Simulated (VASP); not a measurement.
Computed with PBE GGA, VASP's PBE PAW potentials (set 64) (plane waves; VASP).

A VASP calculation is set up with these files.

POSCAR:
```
C35Si37
1.0
  4.6409808260  -8.0384148411   0.0000000000
  4.6409808260   8.0384148411   0.0000000000
  0.0000000000   0.0000000000  10.1276834096
Si C
37 35
direct
  0.0000000000   0.0000000000   0.0000000000
  0.0000000000   0.0000000000   0.5000000000
  0.2222220000   0.1111110000   0.7501800000
  0.1111110000   0.2222220000   0.2501800000
  0.0000000000   0.3333330000   0.0000000000
  0.0000000000   0.3333330000   0.5000000000
  0.2222220000   0.4444440000   0.7501800000
  0.1111110000   0.5555560000   0.2501800000
  0.0000000000   0.6666670000   0.0000000000
  0.0000000000   0.6666670000   0.5000000000
  0.2222220000   0.7777780000   0.7501800000
  0.1111110000   0.8888890000   0.2501800000
  0.3333330000   0.0000000000   0.0000000000
  0.3333330000   0.0000000000   0.5000000000
  0.5555560000   0.1111110000   0.7501800000
  0.4444440000   0.2222220000   0.2501800000
  0.3333330000   0.3333330000   0.0000000000
  0.3300310000   0.3332480000   0.4969770000
  0.5564400000   0.4404130000   0.7549570000
  0.4444440000   0.5555560000   0.2501800000
  0.5604970000   0.4439870000   0.5632650000
  0.3333330000   0.6666670000   0.0000000000
  0.3333330000   0.6666670000   0.5000000000
  0.5555560000   0.7777780000   0.7501800000
  0.4444440000   0.8888890000   0.2501800000
  0.6666670000   0.0000000000   0.0000000000
  0.6666670000   0.0000000000   0.5000000000
  0.8888890000   0.1111110000   0.7501800000
  0.7777780000   0.2222220000   0.2501800000
  0.6666670000   0.3333330000   0.0000000000
  0.6673560000   0.3282370000   0.4960720000
  0.8888890000   0.4444440000   0.7501800000
  0.7777780000   0.5555560000   0.2501800000
  0.6666670000   0.6666670000   0.0000000000
  0.6620530000   0.6634980000   0.5002680000
  0.8888890000   0.7777780000   0.7501800000
  0.7777780000   0.8888890000   0.2501800000
  0.0000000000   0.0000000000   0.8121600000
  0.0000000000   0.0000000000   0.3121600000
  0.2185570000   0.1135390000   0.5656620000
  0.1111110000   0.2222220000   0.0632900000
  0.0000000000   0.3333330000   0.8121600000
  0.0000000000   0.3333330000   0.3121600000
  0.2160780000   0.4405860000   0.5642800000
  0.1111110000   0.5555560000   0.0632900000
  0.0000000000   0.6666670000   0.8121600000
  0.0000000000   0.6666670000   0.3121600000
  0.2222220000   0.7777780000   0.5632900000
  0.1111110000   0.8888890000   0.0632900000
  0.3333330000   0.0000000000   0.8121600000
  0.3333330000   0.0000000000   0.3121600000
  0.5524790000   0.1052940000   0.5598400000
  0.4444440000   0.2222220000   0.0632900000
  0.3282700000   0.3277070000   0.8157270000
  0.3381960000   0.3328560000   0.3101390000
  0.4444440000   0.5555560000   0.0632900000
  0.3333330000   0.6666670000   0.8121600000
  0.3333330000   0.6666670000   0.3121600000
  0.5550960000   0.7745370000   0.5646560000
  0.4444440000   0.8888890000   0.0632900000
  0.6666670000   0.0000000000   0.8121600000
  0.6666670000   0.0000000000   0.3121600000
  0.8888890000   0.1111110000   0.5632900000
  0.7777780000   0.2222220000   0.0632900000
  0.6648630000   0.3314210000   0.8160910000
  0.6715880000   0.3350280000   0.3133510000
  0.8838100000   0.4397160000   0.5667340000
  0.7777780000   0.5555560000   0.0632900000
  0.6608320000   0.6652390000   0.8090590000
  0.6611140000   0.6624310000   0.3158810000
  0.8903860000   0.7744750000   0.5674100000
  0.7777780000   0.8888890000   0.0632900000
```

KPOINTS:
```
Automatic
0
Gamma
  1 1 1
0 0 0
```

**INCAR**
```
! general
SYSTEM = C35Si37
PREC   = Normal
ENCUT  = 400
LREAL  = Auto
LASPH  = .True.   ! aspherical one-centre terms
ISYM   = 0
NELECT = 286.0

! electronic loop
EDIFF  = 1E-5
NELM   = 100   ! most electronic steps
NELMIN = 4
ALGO   = Fast   ! Davidson, then RMM-DIIS

! smearing
ISMEAR = 0   ! Gaussian
SIGMA  = 0.05

! functional
GGA    = PE

! ions
IBRION = 2   ! conjugate gradients
NSW    = 60   ! most ionic steps
ISIF   = 2   ! forces and stress, cell fixed
EDIFFG = -0.03

! output
LWAVE  = .False.
LCHARG = .False.
```

POTCAR, in this order: Si C (PBE.64 set). Program: vasp_gam.

Output

**OSZICAR**
```
...
RMM:   4    -0.542592743660E+03    0.82268E-02   -0.73105E-02   360   0.511E-01    0.866E-01
RMM:   5    -0.542584928815E+03    0.78148E-02   -0.21958E-02   361   0.281E-01    0.426E-01
RMM:   6    -0.542583968818E+03    0.96000E-03   -0.84855E-03   365   0.177E-01    0.161E-01
RMM:   7    -0.542584064150E+03   -0.95332E-04   -0.17811E-03   374   0.844E-02    0.936E-02
RMM:   8    -0.542584027739E+03    0.36411E-04   -0.39742E-04   367   0.384E-02    0.588E-02
RMM:   9    -0.542583992685E+03    0.35055E-04   -0.85784E-05   338   0.185E-02    0.130E-02
RMM:  10    -0.542583995920E+03   -0.32354E-05   -0.30569E-05   253   0.102E-02
   5 F= -.54258400E+03 E0= -.54255888E+03  d E =-.393939E+00
       N       E                     dE             d eps       ncg     rms          rms(c)
DAV:   1    -0.542594534068E+03   -0.10541E-01   -0.12397E+00   392   0.275E+00    0.392E-01
RMM:   2    -0.542596097893E+03   -0.15638E-02   -0.26868E-02   360   0.370E-01    0.402E-01
RMM:   3    -0.542594494874E+03    0.16030E-02   -0.41881E-03   361   0.142E-01    0.161E-01
RMM:   4    -0.542594018402E+03    0.47647E-03   -0.14843E-03   360   0.727E-02    0.575E-02
RMM:   5    -0.542594041173E+03   -0.22771E-04   -0.45947E-04   365   0.405E-02    0.522E-02
RMM:   6    -0.542594017239E+03    0.23934E-04   -0.93146E-05   349   0.189E-02    0.207E-02
RMM:   7    -0.542594015060E+03    0.21787E-05   -0.28196E-05   243   0.100E-02
   6 F= -.54259402E+03 E0= -.54256891E+03  d E =-.403958E+00
       N       E                     dE             d eps       ncg     rms          rms(c)
DAV:   1    -0.542694551456E+03   -0.10053E+00   -0.15307E+01   368   0.972E+00    0.116E+00
RMM:   2    -0.542705258818E+03   -0.10707E-01   -0.30555E-01   360   0.132E+00    0.569E-01
RMM:   3    -0.542705799006E+03   -0.54019E-03   -0.49728E-02   361   0.504E-01    0.646E-01
RMM:   4    -0.542700644538E+03    0.51545E-02   -0.11676E-02   360   0.219E-01    0.216E-01
RMM:   5    -0.542700453827E+03    0.19071E-03   -0.48633E-03   365   0.134E-01    0.948E-02
RMM:   6    -0.542700541672E+03   -0.87846E-04   -0.10426E-03   377   0.634E-02    0.843E-02
RMM:   7    -0.542700473596E+03    0.68077E-04   -0.19710E-04   363   0.287E-02    0.325E-02
RMM:   8    -0.542700482131E+03   -0.85353E-05   -0.13070E-04   357   0.191E-02    0.105E-02
RMM:   9    -0.542700479244E+03    0.28872E-05   -0.30227E-05   244   0.101E-02
   7 F= -.54270048E+03 E0= -.54267490E+03  d E =-.106464E+00
       N       E                     dE             d eps       ncg     rms          rms(c)
DAV:   1    -0.542700503824E+03   -0.21693E-04   -0.40145E-03   424   0.157E-01    0.188E-02
RMM:   2    -0.542700507934E+03   -0.41096E-05   -0.90944E-05   358   0.223E-02    0.888E-03
RMM:   3    -0.542700508506E+03   -0.57247E-06   -0.15521E-05   216   0.874E-03    0.987E-03
RMM:   4    -0.542700507417E+03    0.10889E-05   -0.31477E-06   205   0.352E-03
   8 F= -.54270051E+03 E0= -.54267493E+03  d E =-.106492E+00
       N       E                     dE             d eps       ncg     rms          rms(c)
DAV:   1    -0.542722666928E+03   -0.22158E-01   -0.26296E+00   368   0.409E+00    0.520E-01
RMM:   2    -0.542726112400E+03   -0.34455E-02   -0.52794E-02   360   0.527E-01    0.536E-01
RMM:   3    -0.542723075157E+03    0.30372E-02   -0.93323E-03   362   0.208E-01    0.219E-01
RMM:   4    -0.542722259141E+03    0.81602E-03   -0.31520E-03   361   0.106E-01    0.100E-01
RMM:   5    -0.542722353816E+03   -0.94675E-04   -0.10226E-03   365   0.593E-02    0.108E-01
RMM:   6    -0.542722231266E+03    0.12255E-03   -0.27643E-04   369   0.310E-02    0.303E-02
RMM:   7    -0.542722229371E+03    0.18950E-05   -0.76104E-05   338   0.167E-02
   9 F= -.54272223E+03 E0= -.54269631E+03  d E =-.217220E-01
       N       E                     dE             d eps       ncg     rms          rms(c)
DAV:   1    -0.542722427836E+03   -0.19657E-03   -0.27509E-02   424   0.417E-01    0.529E-02
RMM:   2    -0.542722465112E+03   -0.37276E-04   -0.55873E-04   360   0.541E-02    0.557E-02
RMM:   3    -0.542722435340E+03    0.29772E-04   -0.10440E-04   363   0.216E-02    0.232E-02
RMM:   4    -0.542722427104E+03    0.82360E-05   -0.34723E-05   258   0.110E-02
  10 F= -.54272243E+03 E0= -.54269648E+03  d E =-.219197E-01
       N       E                     dE             d eps       ncg     rms          rms(c)
DAV:   1    -0.542729692179E+03   -0.72568E-02   -0.97563E-01   368   0.248E+00    0.310E-01
RMM:   2    -0.542730778558E+03   -0.10864E-02   -0.18879E-02   360   0.317E-01    0.291E-01
RMM:   3    -0.542729918545E+03    0.86001E-03   -0.34473E-03   366   0.125E-01    0.138E-01
RMM:   4    -0.542729584923E+03    0.33362E-03   -0.11340E-03   361   0.636E-02    0.529E-02
RMM:   5    -0.542729587901E+03   -0.29778E-05   -0.40354E-04   367   0.375E-02    0.222E-02
RMM:   6    -0.542729594937E+03   -0.70364E-05   -0.63718E-05   302   0.161E-02
  11 F= -.54272959E+03 E0= -.54270339E+03  d E =-.716783E-02
       N       E                     dE             d eps       ncg     rms          rms(c)
DAV:   1    -0.542729616981E+03   -0.29080E-04   -0.38873E-03   424   0.156E-01    0.218E-02
RMM:   2    -0.542729623657E+03   -0.66768E-05   -0.93385E-05   359   0.227E-02    0.191E-02
RMM:   3    -0.542729620850E+03    0.28070E-05   -0.16177E-05   214   0.882E-03    0.109E-02
RMM:   4    -0.542729619417E+03    0.14336E-05   -0.47247E-06   207   0.413E-03
  12 F= -.54272962E+03 E0= -.54270341E+03  d E =-.719231E-02
       N       E                     dE             d eps       ncg     rms          rms(c)
DAV:   1    -0.542732027734E+03   -0.24069E-02   -0.26291E-01   376   0.129E+00    0.165E-01
RMM:   2    -0.542732444452E+03   -0.41672E-03   -0.56755E-03   360   0.175E-01    0.156E-01
RMM:   3    -0.542732243692E+03    0.20076E-03   -0.11513E-03   374   0.698E-02    0.782E-02
RMM:   4    -0.542732144605E+03    0.99086E-04   -0.24550E-04   360   0.319E-02    0.349E-02
RMM:   5    -0.542732147733E+03   -0.31280E-05   -0.16010E-04   360   0.231E-02    0.297E-02
RMM:   6    -0.542732140142E+03    0.75913E-05   -0.30494E-05   249   0.110E-02
  13 F= -.54273214E+03 E0= -.54270583E+03  d E =-.252073E-02
       N       E                     dE             d eps       ncg     rms          rms(c)
DAV:   1    -0.542732180546E+03   -0.32813E-04   -0.68130E-03   416   0.209E-01    0.287E-02
RMM:   2    -0.542732195842E+03   -0.15296E-04   -0.18377E-04   360   0.317E-02    0.263E-02
RMM:   3    -0.542732191007E+03    0.48354E-05   -0.33998E-05   250   0.124E-02    0.146E-02
RMM:   4    -0.542732188082E+03    0.29247E-05   -0.67095E-06   213   0.518E-03
  14 F= -.54273219E+03 E0= -.54270587E+03  d E =-.256867E-02
       N       E                     dE             d eps       ncg     rms          rms(c)
DAV:   1    -0.542733051754E+03   -0.86075E-03   -0.12411E-01   368   0.878E-01    0.113E-01
RMM:   2    -0.542733223178E+03   -0.17142E-03   -0.25022E-03   360   0.114E-01    0.116E-01
RMM:   3    -0.542733094043E+03    0.12913E-03   -0.47822E-04   371   0.450E-02    0.490E-02
RMM:   4    -0.542733053491E+03    0.40552E-04   -0.14438E-04   360   0.230E-02    0.198E-02
RMM:   5    -0.542733057338E+03   -0.38467E-05   -0.49912E-05   285   0.132E-02
  15 F= -.54273306E+03 E0= -.54270675E+03  d E =-.869256E-03
       N       E                     dE             d eps       ncg     rms          rms(c)
DAV:   1    -0.542733056050E+03   -0.25586E-05   -0.43096E-04   416   0.510E-02    0.106E-02
RMM:   2    -0.542733057425E+03   -0.13745E-05   -0.14145E-05   201   0.846E-03    0.856E-03
RMM:   3    -0.542733057258E+03    0.16698E-06   -0.28899E-06   194   0.354E-03    0.594E-03
RMM:   4    -0.542733057081E+03    0.17701E-06   -0.38903E-07    94   0.171E-03
  16 F= -.54273306E+03 E0= -.54270669E+03  d E =-.868998E-03
```

**OUTCAR**
```
------------------------ aborting loop because EDIFF is reached ----------------------------------------
  FORCE on cell =-STRESS in cart. coord.  units (eV):
  Direction    XX          YY          ZZ          XY          YZ          ZX
  --------------------------------------------------------------------------------------
  Total       -5.4895272     -0.4314477    -11.0766998     -1.1645233     -0.0805397     -0.0443661
  in kB      -11.6392560     -0.9147837    -23.4855463     -2.4690988     -0.1707655     -0.0940679
  external PRESSURE =     -12.0131953 kB  Pullay stress =       0.0000000 kB
  volume of cell :      755.65
      direct lattice vectors                 reciprocal lattice vectors
     4.640980826 -8.038414841  0.000000000     0.107735847 -0.062201318  0.000000000
     4.640980826  8.038414841  0.000000000     0.107735847  0.062201318  0.000000000
     0.000000000  0.000000000 10.127683410     0.000000000  0.000000000  0.098739263
  FREE ENERGIE OF THE ION-ELECTRON SYSTEM (eV)
  ---------------------------------------------------
  free  energy   TOTEN  =      -542.7330570806 eV

  energy  without entropy=     -542.6803242706  energy(sigma->0) =     -542.70669068

 reached required accuracy - stopping structural energy minimisation
```
(Selected blocks of OUTCAR.)

File CONTCAR:
```
C35Si37
   1.00000000000000
     4.6409808259999998   -8.0384148410999998    0.0000000000000000
     4.6409808259999998    8.0384148410999998    0.0000000000000000
     0.0000000000000000    0.0000000000000000   10.1276834095999995
  Si              C
    37    35
Direct
     0.9998400043080403    0.9993361811248144    0.9998661916537390
     0.9983952787621699    0.0007284421323623    0.4988717011456819
     0.2217470170703432    0.1105844159519597    0.7537141165563851
     0.1063031173276600    0.2196297926238634    0.2463225969777294
     0.9998217221244833    0.3328679632302517    0.9996130942843460
     0.9988775581231888    0.3317333365919296    0.4994643491812923
     0.2215743704248874    0.4436025546526171    0.7532944787506818
     0.1109655256729631    0.5553493158768718    0.2498727949452171
     0.9999965142308737    0.6662938768285835    0.0004686863861143
     0.0010496828141258    0.6665151490118754    0.4993244468065708
     0.2216540315238534    0.7772210669301222    0.7510655883043463
     0.1111405284131583    0.8881565290039758    0.2498965198368183
     0.3330291168030831    0.9994206382521336    0.0005097394514539
     0.3324662865379165    0.9982524435066793    0.4992610667331643
     0.5553315122201314    0.1102875527487278    0.7534681295319631
     0.4431341601735153    0.2191957516491203    0.2492243871377736
     0.3304004928946244    0.3314462423243057    0.0057478402621106
     0.2995970282448804    0.3181058962719151    0.4865951421399560
     0.5551823210626849    0.4433586437811356    0.7819048014203002
     0.4424731567103861    0.5565575170187214    0.2489183444088207
     0.5551863035898368    0.4416689461278968    0.5664144036725368
     0.3329259903163164    0.6664425523013522    0.0003965552139252
     0.3314660042844848    0.6671814739439020    0.4993067060953391
     0.5551265714444711    0.7770043808937934    0.7535159612617844
     0.4438693252259266    0.8884199697282532    0.2497838690740148
     0.6663349956629511    0.9993722712526131    0.9996759211301259
     0.6677914976032124    0.0003426508948114    0.4991874707908935
     0.8884130708252417    0.1102877667549335    0.7521884117935698
     0.7799318044364162    0.2194592574449022    0.2462815320500210
     0.6678680816145474    0.3312312906546161    0.0057592717195295
     0.6834879841031173    0.3168786893636061    0.4868917890769777
     0.8884395036303416    0.4433618804112330    0.7532379263970878
     0.7803546409072940    0.5559919879144630    0.2490734522572508
     0.6676028503084968    0.6685849370734386    0.0057101110869594
     0.6816261791380017    0.6993115862928829    0.4864381143443058
     0.8882409174842124    0.7769233949447084    0.7537537359122614
     0.7797694982305087    0.8929141845013168    0.2464110848121315
     0.9994615622734152    0.9992706239592452    0.8129795416847159
     0.9997784660212314    0.9992921077824348    0.3128413746821934
     0.2194559144770165    0.1075836673852761    0.5633117226181515
     0.1075641577012064    0.2200243531635750    0.0615036974467356
     0.9995785253799849    0.3324820523435015    0.8128494562515963
     0.9998416070936741    0.3326618031039089    0.3129623904483619
     0.2183341012443878    0.4450528499724671    0.5630717906637318
     0.1107339671041229    0.5548937586907973    0.0614182349737936
     0.9993078115483667    0.6657896218753160    0.8125603783572495
     0.9999698217078969    0.6662566435507253    0.3132104300377921
     0.2216088410236330    0.7777659207092732    0.5619871297704141
     0.1107944250865994    0.8884521769252639    0.0614645080032189
     0.3330008891514749    0.9995940385511531    0.8125740865718957
     0.3330639043317767    0.9994769525097710    0.3131914427397469
     0.5544730887674282    0.1060307676379132    0.5631665626241962
     0.4439882342312785    0.2212562745568383    0.0624537458496319
     0.3277072157987331    0.3302174505829000    0.8207530317736326
     0.3291868092070697    0.3310252733990736    0.3059724581066738
     0.4437266601172484    0.5554223672575027    0.0623565332103879
     0.3328527176748948    0.6659556691371568    0.8124758191045665
     0.3329161700794391    0.6665219854769870    0.3132003265007721
     0.5537924378585817    0.7794532306557318    0.5631688627850692
     0.4443815941111909    0.8886013568200362    0.0613450823367270
     0.6662940790378462    0.9991410396695216    0.8128926351483765
     0.6664415213792356    0.9991668490821765    0.3128726719678608
     0.8884166311336373    0.1104356549871989    0.5623446856320544
     0.7793383612302210    0.2199351058544600    0.0613636972031204
     0.6688726750330647    0.3299036532421369    0.8208518600462308
     0.6687492926451225    0.3304229311798159    0.3055937984441552
     0.8932655057086842    0.4445314334991536    0.5630415228550630
     0.7781364582210564    0.5552860502981217    0.0623992342002967
     0.6686470326519734    0.6710086403915332    0.8207194435012386
     0.6680620621929102    0.6694687309410292    0.3062152511597835
     0.8909133346245327    0.7788114562184574    0.5633637152260680
     0.7791284799027034    0.8914459785788597    0.0616315454713202
```

At this cut-off the stress carries a Pulay error, which pulls relaxed volumes low. The cell is charged, with a uniform compensating background. The supercell is sampled at Γ alone, which is coarse: total energies, pressure and levels can be off, energies of defects by several tenths of an eV.

The cell is a supercell with a defect, built from SiC (4h): Si_C, charge +2. The run is not spin-polarised, so no state with unpaired spins was tried.
